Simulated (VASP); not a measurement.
A VASP calculation is set up with these files.

**KPOINTS**
```
Automatic mesh
0
G
 8 8 8
0 0 0
```

### INCAR
```
! general
SYSTEM =BaO
PREC   =Accurate
ENCUT  =530
LREAL  =.False.
LASPH  =.True.

! electronic loop
EDIFF  =1E-6
NELM   =100
ALGO   =Normal
LMAXMIX=4

! smearing
ISMEAR =0
SIGMA  =0.05

! functional
GGA    =PE

! ions
IBRION =2
NSW    =60
ISIF   =3
EDIFFG =-0.01

! output
LWAVE  =.False.
LCHARG =.False.
```

### POSCAR
```
BaO
1
    0.0000000000     2.7700000000     2.7700000000
    2.7700000000     0.0000000000     2.7700000000
    2.7700000000     2.7700000000     0.0000000000
Ba O
1 1
Direct
  0.0000000000   0.0000000000   0.0000000000
  0.5000000000   0.5000000000   0.5000000000
```

POTCAR, in this order: Ba_sv O (PBE.64 set). Program: vasp_std.

### Question
Translate this PBE calculation to Ansatz.

### Answer
One equivalent input (not run):
Ansatz 0.2 input:
```yaml
crystal:
  lattice:
    - [0.0000000, 2.7700000, 2.7700000]
    - [2.7700000, 0.0000000, 2.7700000]
    - [2.7700000, 2.7700000, 0.0000000]
  atoms:
    - { symbol: Ba, position: [0.0000000, 0.0000000, 0.0000000] }
    - { symbol: O, position: [0.5000000, 0.5000000, 0.5000000] }
kpoints:
  mp_grid: { grid: [8, 8, 8] }
hamiltonian:
  xc: pbe
  pseudopotentials: { kind: paw }
scf:
  occupations: { method: gaussian, width: 0.05 }
  max_iter: 100
relax:
  max_steps: 60
  f_tol: 0.01
  cell: {}
output: { forces: true, stress: true, eigenvalues: true }
```
What does not carry over: each code has its own PAW files, so the cut-off isn't converted (ENCUT is set for VASP's; basis.ecutwfc is left out, and Ansatz then takes the one that its files recommend); Ansatz stops its SCF on the density residual and VASP on the energy change (EDIFF).

The compound is BaO in the rock salt structure. This run relaxes it. Symmetry was kept, so distortions that lower it aren't found.
